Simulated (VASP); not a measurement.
# Formation energies of carbides

How stable are these compounds against their elements: TiC, ZrC, HfC, WC and SiC?

Method: PBE; plane waves and PAW (W_sv, C), in the first sound run; inputs show where later runs differ, in VASP 6.6.1.

This is a report of a sequence of runs, with most program output left out.

**1. Starting point**

It takes space group P-6m2 (No. 187, hexagonal). The conventional cell has a = 2.901 Å, b = 2.901 Å, c = 2.829 Å, α = 90.00°, β = 90.00°, γ = 120.00°. Nearest to W lie 6 C at 2.19 Å. C has 6 W at 2.19 Å nearest. Farther neighbours are not listed.

Structure file:

```
W C
1.0
     2.90050    0.00000    0.00000
    -1.45025    2.51191    0.00000
     0.00000    0.00000    2.82900
W C
1 1
Direct
  0.00000 0.00000 0.00000
  0.66667 0.33333 0.50000
```

**2. Relax the crystal, PBE**

One member in full, WC: cell and atoms relax.

This step took 2 runs in a row; the last is shown.

Level: PBE; plane waves and PAW (W_sv, C).

File INCAR:

```
SYSTEM = WC
PREC = Accurate
ENCUT = 520
EDIFF = 1E-07
NELM = 120
ISMEAR = 1
SIGMA = 0.1
LREAL = .FALSE.
ALGO = Normal
GGA = PE
NBANDS = 15
LASPH = .TRUE.
LORBIT = 11
LWAVE = .FALSE.
LCHARG = .FALSE.
KPAR = 2
IBRION = 2
NSW = 40
ISIF = 3
EDIFFG = -0.01
POTIM = 0.4
```

File POSCAR:

```
WC
1.0
    2.9248397998      0.0000000000      0.0000000000
   -1.4624198999      2.5329855678      0.0000000000
    0.0000000000      0.0000000000      2.8483186494
W C
1 1
Direct
    0.0000000000      0.0000000000      0.0000000000
    0.6666666670      0.3333333330      0.5000000000
```

File KPOINTS:

```
Automatic mesh
0
Gamma
13 13 12
0 0 0
```

Potentials, in the order of the species: W_sv and C (PBE family, release 64).

Run with:

```console
> mpirun -np 2 vasp_std
```

Wall time 11 s (2 MPI ranks of AMD EPYC 9R45, shared host); peak memory 0.29 GiB.

This run gave:

```
energy(sigma→0) of the program : -22.4491 eV
stress, compression positive   : xx, yy, zz 0.05, 0.05, 0.05 GPa
volume                         : 21.102 Å³
ionic steps                    : 1
```

**3. Density of states, PBE**

Tetrahedra on a denser mesh give the density of states; the gap in the table is that of the relaxation mesh.

Level: PBE; plane waves and PAW (W_sv, C).

File INCAR:

```
SYSTEM = WC
PREC = Accurate
ENCUT = 520
EDIFF = 1E-06
NELM = 100
ISMEAR = -5
SIGMA = 0.1
LREAL = .FALSE.
ALGO = Normal
GGA = PE
NBANDS = 21
LASPH = .TRUE.
LORBIT = 11
LWAVE = .FALSE.
LCHARG = .FALSE.
KPAR = 2
NEDOS = 2001
```

POSCAR is that of step 2.

File KPOINTS:

```
Automatic mesh
0
Gamma
18 18 16
0 0 0
```

Run with:

```console
> mpirun -np 2 vasp_std
```

Elapsed: 28 s, on 2 MPI ranks; peak memory 0.48 GiB; 55 s of CPU time.

This run gave:

* energy(sigma→0) of the program: -22.4492 eV

The run ends at a pressure of 0.15 GPa.

**4. Reference C, PBE**

Level: PBE; plane waves and PAW (C).

System, named by how it was started: C. Symmetry: Fd-3m, No. 227, cubic system. The conventional cell has a = 3.567 Å, b = 3.567 Å, c = 3.567 Å, α = 90.00°, β = 90.00°, γ = 90.00°. Nearest to C lie 4 C at 1.54 Å.

File INCAR:

```
SYSTEM = C
PREC = Accurate
ENCUT = 520
EDIFF = 1E-07
NELM = 120
ISMEAR = 0
SIGMA = 0.05
LREAL = .FALSE.
ALGO = Normal
GGA = PE
NBANDS = 10
LASPH = .TRUE.
LORBIT = 11
LWAVE = .FALSE.
LCHARG = .FALSE.
KPAR = 2
IBRION = 2
NSW = 40
ISIF = 3
EDIFFG = -0.005
POTIM = 0.4
```

File POSCAR:

```
C
1.0
    0.0000000000      1.7834000000      1.7834000000
    1.7834000000      0.0000000000      1.7834000000
    1.7834000000      1.7834000000      0.0000000000
C
2
Direct
    0.0000000000      0.0000000000      0.0000000000
    0.2500000000      0.2500000000      0.2500000000
```

File KPOINTS:

```
Automatic mesh
0
Gamma
20 20 20
0 0 0
```

Potentials, in the order of the species: C (PBE family, release 64).

Run with:

```console
> mpirun -np 2 vasp_std
```

Wall time 13 s (2 MPI ranks); peak memory 0.22 GiB; 25 s of CPU time.

This run gave:

- energy(sigma→0) of the program: -18.1857 eV
- stress, compression positive: xx, yy, zz 0.02, 0.02, 0.02 GPa
- volume: 11.408 Å³
- ionic steps: 3

**5. Reference W, PBE**

This step took 2 runs in a row; the last is shown.

Level: PBE; plane waves and PAW (W_sv).

System, named by how it was started: W. Symmetry: Im-3m, No. 229, cubic system. The conventional cell has a = 3.185 Å, b = 3.185 Å, c = 3.185 Å, α = 90.00°, β = 90.00°, γ = 90.00°. Nearest to W lie 8 W at 2.76 Å.

File INCAR:

```
SYSTEM = W
PREC = Accurate
ENCUT = 520
EDIFF = 1E-07
NELM = 120
ISMEAR = 1
SIGMA = 0.15
LREAL = .FALSE.
ALGO = Normal
GGA = PE
NBANDS = 13
LASPH = .TRUE.
LORBIT = 11
LWAVE = .FALSE.
LCHARG = .FALSE.
KPAR = 2
IBRION = 2
NSW = 40
ISIF = 3
EDIFFG = -0.005
POTIM = 0.4
```

File POSCAR:

```
W
1.0
   -1.5926143244      1.5926143244      1.5926143244
    1.5926143244     -1.5926143244      1.5926143244
    1.5926143244      1.5926143244     -1.5926143244
W
1
Direct
    0.0000000000      0.0000000000      0.0000000000
```

File KPOINTS:

```
Automatic mesh
0
Gamma
18 18 18
0 0 0
```

Potentials, in the order of the species: W_sv (PBE family, release 64).

Run with:

```console
> mpirun -np 2 vasp_std
```

The job ended after 11 s (2 MPI ranks; peak memory 0.27 GiB).

This run gave:

```
energy(sigma→0) of the program : -12.9494 eV
stress, compression positive   : xx, yy, zz 0.00, 0.00, 0.00 GPa
volume                         : 16.158 Å³
ionic steps                    : 1
```

By hand, from the ends of the relaxations: [-22.4491 − 1 × (-12.9494) − 1 × (-9.0929)] / 2 = -0.203 eV/atom.

**6. The table**

Notes on database entries: that of Fm-3m HfC differs from later determinations by our own check (about 0.2 % long); that of F-43m SiC differs from later determinations by our own check (0.1 to 0.3 % short, probably kX units).

The other members went through these steps as far as the tables show, with one cutoff, and the other elements were relaxed alike; 17 runs are not shown. The session took 0.30 core hours (wall time by ranks) on a shared machine.

```tsv
compound	space group	atoms	volume (Å³/atom)	formation energy (eV/atom)	gap on the mesh (eV)
TiC	Fm-3m	2	10.178	-0.890	0.000
ZrC	Fm-3m	2	13.069	-0.924	0.000
HfC	Fm-3m	2	12.588	-0.989	0.000
WC	P-6m2	2	10.551	-0.203	0.000
SiC	F-43m	2	10.499	-0.272	1.439
```

**7. Results**

| Quantity | Value |
| --- | --- |
| TiC (Fm-3m) | -0.89 eV/atom |
| ZrC (Fm-3m) | -0.92 eV/atom |
| HfC (Fm-3m) | -0.99 eV/atom |
| WC (P-6m2) | -0.20 eV/atom |
| SiC (F-43m) | -0.27 eV/atom |

**Reading.** HfC has the lowest formation energy per atom (-0.99 eV) and WC the highest (-0.20 eV). Elements and compounds start from ASE's table, typed cells or database entries, forms which need not be the lowest. Carbon is counted from diamond, not from graphite, the standard state, which lies lower at semilocal levels other than LDA and would make the values less negative. Static energies: no zero-point or thermal terms. The meshes of the relaxations leave a few meV per atom open.

[Lines on the potential files, build, host, timing and source positions are cut from VASP's logs without a mark.]

[Logs are printed without paths, hosts, clocks, repeated set-up lines and the standing remarks that a program may print on its own settings, such as how far it seeks lower states.]

[Hosts, paths, dates, database ids (printed as entryN), source tags and the programs' standing remarks are cut or masked in the printed files.]
